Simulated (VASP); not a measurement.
# Al2GaP3 (Imm2) in VASP: density of states with PBE

Aim: the density of states of Al2GaP3 with PBE.

Program: VASP 6.6.1. These are calculated values, not measurements. Logs are shortened: lines on timing, memory, paths and dates and some standing lists are left out, and cuts for length are marked.

## Step 1: The structure

Symmetry: Imm2, No. 44, orthorhombic system. Conventional cell: a = 3.895 Å, b = 11.682 Å, c = 5.504 Å, α = 90.00°, β = 90.00°, γ = 90.00°. Al (site symmetry m) is surrounded by 4 P at 2.38 Å. Ga (site symmetry mm2) is surrounded by 4 P at 2.39 Å. Around P (site symmetry mm2) lie 2 Al at 2.38 Å and 2 Ga at 2.39 Å. Around P (site symmetry m) lie 3 Al at 2.38 Å and 1 Ga at 2.39 Å.

The cell was built by a generator and needn't be a form met in nature.

## Step 2: Density of states, PBE

File POSCAR:

```
Al2GaP3
1.0
   -1.9475000000      5.8408400000      2.7519300000
    1.9475000000     -5.8408400000      2.7519300000
    1.9475000000      5.8408400000     -2.7519300000
Al Ga P
2 1 3
Direct
    0.6666840000      0.0000050000      0.6666780000
    0.3333270000      0.0000050000      0.3333220000
    0.0000200000      0.0000200000      0.0000000000
    0.7490000000      0.2490000000      0.5000000000
    0.0837280000      0.2507110000      0.8330160000
    0.4176950000      0.2507110000      0.1669840000
```

File INCAR.step1:

```
PREC     = Accurate       # precision mode
ENCUT    = 520            # plane-wave cutoff, eV
EDIFF    = 1E-6           # SCF threshold, eV
ISMEAR   = 0              # smearing method
SIGMA    = 0.03           # smearing width, eV
LREAL    = F              # projectors in reciprocal space
LASPH    = T              # aspherical terms in the spheres
NELM     = 100            # most SCF steps
ALGO     = Normal         # electronic algorithm
ISIF     = 2              # what is computed and relaxed
LWAVE    = F              # write WAVECAR
LCHARG   = T              # write CHGCAR
GGA      = PE             # functional
NBANDS   = 26             # bands
KPAR     = 4
```

File KPOINTS.step1:

```
Automatic mesh
0
Gamma
  8 8 8
```

File INCAR.step2:

```
PREC     = Accurate       # precision mode
ENCUT    = 520            # plane-wave cutoff, eV
EDIFF    = 1E-6           # SCF threshold, eV
ISMEAR   = -5             # smearing method
SIGMA    = 0.03           # smearing width, eV
LREAL    = F              # projectors in reciprocal space
LASPH    = T              # aspherical terms in the spheres
NELM     = 100            # most SCF steps
ALGO     = Normal         # electronic algorithm
ISIF     = 2              # what is computed and relaxed
LWAVE    = F              # write WAVECAR
LCHARG   = F              # write CHGCAR
GGA      = PE             # functional
LORBIT   = 11             # projections on sites
NBANDS   = 26             # bands
KPAR     = 4            
NEDOS    = 1001           # points of the DOS
ICHARG   = 11             # starting density
```

File KPOINTS.step2:

```
Automatic mesh
0
Gamma
  12 12 12
```

Potentials or basis: VASP PAW PBE potentials, release 64 (Al, Ga_d, P).

On the command line:

```sh
cat potpaw_PBE.64/Al/POTCAR potpaw_PBE.64/Ga_d/POTCAR potpaw_PBE.64/P/POTCAR > POTCAR
cp INCAR.step1 INCAR
cp KPOINTS.step1 KPOINTS
mpirun -np 4 vasp_std > vasp.out
cp INCAR.step2 INCAR
cp KPOINTS.step2 KPOINTS
mpirun -np 4 vasp_std > vasp.out
```

OUTCAR:

```text
PREC = Accurate
   ENCUT = 520
   EDIFF = 1E-6
   ISMEAR = -5
   LREAL = F
   LASPH = T
   NELM = 100
   ISIF = 2
   GGA = PE
   LORBIT = 11
   ICHARG = 11

 ion  position               nearest neighbor table
   1  0.667  0.000  0.667-   4 2.38   6 2.38   6 2.38   5 2.38
   2  0.333  0.000  0.333-   4 2.38   5 2.38   5 2.38   6 2.38
   3  0.000  0.000  0.000-   4 2.39   4 2.39   5 2.39   6 2.39
   4  0.749  0.249  0.500-   2 2.38   1 2.38   3 2.39   3 2.39
   5  0.084  0.251  0.833-   2 2.38   2 2.38   1 2.38   3 2.39
   6  0.418  0.251  0.167-   1 2.38   1 2.38   2 2.38   3 2.39

  LATTYP: Found a body centered orthorhombic cell.
 ALAT       =     3.8950000000
 B/A-ratio  =     1.4130577664
 C/A-ratio  =     2.9991476252

  Lattice vectors:

 A1 = (   1.9475000000,  -5.8408400000,  -2.7519300000)
 A2 = (  -1.9475000000,  -5.8408400000,   2.7519300000)
 A3 = (  -1.9475000000,   5.8408400000,  -2.7519300000)

Analysis of symmetry for initial positions (statically):
=====================================================================
 Subroutine PRICEL returns:
 Original cell was already a primitive cell.

 Routine SETGRP: Setting up the symmetry group for a
 body centered orthorhombic supercell.

 Subroutine GETGRP returns: Found  4 space group operations
 (whereof  4 operations were pure point group operations)
 out of a pool of  8 trial point group operations.

The static configuration has the point symmetry C_2v.

Analysis of symmetry for dynamics (positions and initial velocities):
=====================================================================
 Subroutine PRICEL returns:
 Original cell was already a primitive cell.

 Routine SETGRP: Setting up the symmetry group for a
 body centered orthorhombic supercell.

 Subroutine GETGRP returns: Found  4 space group operations
 (whereof  4 operations were pure point group operations)
 out of a pool of  8 trial point group operations.

The dynamic configuration has the point symmetry C_2v.

 Subroutine INISYM returns: Found  4 space group operations
 (whereof  4 operations are pure point group operations),
 and found     1 'primitive' translations

----------------------------------------------------------------------------------------

                                     Primitive cell

[... 106 lines left out ...]
   ISIF   =      2    stress and relaxation
   ISYM   =      2    0-nonsym 1-usesym 2-fastsym
   POTIM  = 0.5000    time-step for ionic-motion
   TEBEG  =    0.0;   TEEND  =   0.0 temperature during run
   PSTRESS=    0.0 pullay stress
   NELECT =      34.0000    total number of electrons
   NUPDOWN=      -1.0000    fix difference up-down
   EMIN   =  10.00;   EMAX   =-10.00  energy-range for DOS
   EFERMI =   0.00;   METHOD = LEGACY
   ISMEAR =    -5;   SIGMA  =   0.03  broadening in eV -4-tet -1-fermi 0-gaus
   EFERMI_NEDOS =   21; number of points for ismear=-14 and -15
   IALGO  =     38    algorithm
   IMIX   =      4    mixing-type and parameters
     AMIX     =   0.40;   BMIX     =  1.00
     AMIX_MAG =   1.60;   BMIX_MAG =  1.00
  volume/ion in A,a.u.               =      20.87       140.83
  Fermi-wavevector in a.u.,A,eV,Ry     =   1.060110  2.003318 15.290690  1.123834
  Thomas-Fermi vector in A             =   2.195480
   LORBIT       =     11    0 simple, 1 ext, 2 COOP (PROOUT), +10 PAW based schemes
   GGA     = PE    functional components
   LHFCALC =     F    Hartree Fock is set to
   AEXX    =    0.0000 exact exchange contribution
   IVDW    =     0    specifies the selected vdW correction
   LEPSILON=     F    determine dielectric tensor
   LRPA    =     F    only Hartree local field effects (RPA)
 non-spin polarized calculation
 Fermi weights with tetrahedron method with Bloechl corrections
  energy-cutoff  :      520.00
  volume of cell :      125.21
 maximum number of plane-waves:      3397

 number of electron      33.9999993 magnetization

 Free energy of the ion-electron system (eV)
  ---------------------------------------------------
  ext. energy  EPLUGINS =         0.00000000
  ---------------------------------------------------
  free energy    TOTEN  =       -29.86617283 eV

  energy without entropy =      -29.86617283  energy(sigma->0) =      -29.86617283

 E-fermi :   4.3528     XC(G=0):  -9.3058

 val. band max:        4.3433740795   @ k =   0.0000   0.0000   0.0000
 cond. band min:       5.9944525567   @ k =   0.5000   0.5000   0.5000
 fundamental gap:      1.6510784772
 Fermi energy:         4.3527967618

 k-point     1 :       0.0000    0.0000    0.0000
  band No.  band energies     occupation
      1      -9.9195      2.00000
      2      -9.8928      2.00000
      3      -9.8625      2.00000
      4      -9.8105      2.00000
      5      -9.7973      2.00000
      6      -7.3263      2.00000
[... 685 lines left out ...]
     25      10.0109      0.00000
     26      10.1816      0.00000

 [... further k-points ...]
[... 5 lines left out ...]
  --------------------------------------------------------------------------------------
  -------------------------------------------------------------------------------------
  Total       -0.0800050     -0.0569782     -0.0541821      0.0000000      0.0000000      0.0000000
  in kB       -1.0237110     -0.7290693     -0.6932917      0.0000000      0.0000000      0.0000000
  external PRESSURE =      -0.8153573 kB  Pullay stress =       0.0000000 kB

 VOLUME and BASIS-vectors are now :
 -----------------------------------------------------------------------------
  energy-cutoff  :      520.00
  volume of cell :      125.21
      direct lattice vectors                 reciprocal lattice vectors
    -1.947500000  5.840840000  2.751930000     0.000000000  0.085604125  0.181690668
     1.947500000 -5.840840000  2.751930000     0.256739409  0.000000000  0.181690668
     1.947500000  5.840840000 -2.751930000     0.256739409  0.085604125  0.000000000

 POSITION                                       TOTAL-FORCE (eV/Angst)
 -----------------------------------------------------------------------------------
     -0.00000      7.78792      0.00003        -0.000000      0.005744     -0.002042
      0.00000      3.89376      0.00003         0.000000     -0.005744     -0.002042
      0.00000      0.00000      0.00011         0.000000      0.000000      0.001059
      0.00000      5.84084      1.37046         0.000000      0.000000      0.000528
      1.94750      3.89019     -1.37205        -0.000000      0.002419      0.001249
     -0.00000      1.95065      1.37988        -0.000000     -0.002419      0.001249
 -----------------------------------------------------------------------------------
    total drift:                                0.000473     -0.000883      0.000223

  FREE ENERGIE OF THE ION-ELECTRON SYSTEM (eV)
  ---------------------------------------------------
  free  energy   TOTEN  =       -29.8661728292 eV

  energy  without entropy=      -29.8661728292  energy(sigma->0) =      -29.86617283

 total charge

# of ion       s       p       d       tot
------------------------------------------
    1        0.396   0.377   0.000   0.773
    2        0.396   0.377   0.000   0.773
    3        0.856   0.803  10.006  11.665
    4        1.016   1.543   0.000   2.559
    5        1.013   1.562   0.000   2.575
    6        1.013   1.562   0.000   2.575
--------------------------------------------------
tot          4.690   6.225  10.006  20.920
```

OUTCAR.step1:

```text
PREC = Accurate
   ENCUT = 520
   EDIFF = 1E-6
   ISMEAR = 0
   LREAL = F
[... 935 lines left out ...]
      0.00000      0.00000      0.00011        -0.000000      0.000000      0.000731
      0.00000      5.84084      1.37046        -0.000000      0.000000     -0.000381
      1.94750      3.89019     -1.37205         0.000000      0.001834      0.001823
     -0.00000      1.95065      1.37988        -0.000000     -0.001834      0.001823
 -----------------------------------------------------------------------------------
    total drift:                                0.000473     -0.000886      0.000030

  FREE ENERGIE OF THE ION-ELECTRON SYSTEM (eV)
  ---------------------------------------------------
  free  energy   TOTEN  =       -29.8669325144 eV

  energy  without entropy=      -29.8669325144  energy(sigma->0) =      -29.86693251
```

It took 6.1 min on 4 MPI ranks of AMD EPYC 9R45 (Zen 5), shared host; peak memory 0.92 GiB.

What came out:

| Quantity | Value |
| --- | --- |
| Valence electrons inside the program's atomic spheres | Al 0.77; Ga 11.66; P 2.56, 2.58 |

States per cell in windows of 1 eV (zero at the valence-band top; states under -8 eV left out):
```
from (eV)  total  P4_p  P5_p  P6_p  Ga3_p  Ga3_s  Al1_p
     -8.0   0.00  0.00  0.00  0.00   0.00   0.00   0.00
     -7.0   0.01  0.00  0.00  0.00   0.00   0.00   0.00
     -6.0   2.71  0.16  0.13  0.13   0.03   0.49   0.02
     -5.0   1.99  0.10  0.13  0.13   0.04   0.05   0.01
     -4.0   2.04  0.15  0.16  0.16   0.09   0.03   0.04
     -3.0   4.23  0.36  0.37  0.37   0.22   0.04   0.11
     -2.0   4.80  0.48  0.50  0.50   0.25   0.02   0.12
     -1.0   2.19  0.28  0.26  0.26   0.10   0.00   0.04
      0.0   0.00  0.00  0.00  0.00   0.00   0.00   0.00
      1.0   0.12  0.00  0.00  0.00   0.00   0.00   0.00
      2.0   2.33  0.07  0.05  0.05   0.06   0.23   0.04
      3.0   4.06  0.12  0.11  0.11   0.13   0.13   0.07
      4.0   4.36  0.12  0.11  0.11   0.28   0.05   0.13
      5.0   4.54  0.16  0.15  0.15   0.28   0.04   0.15
      6.0   2.20  0.09  0.09  0.09   0.14   0.02   0.07
      7.0   0.40  0.02  0.02  0.02   0.03   0.00   0.01
```
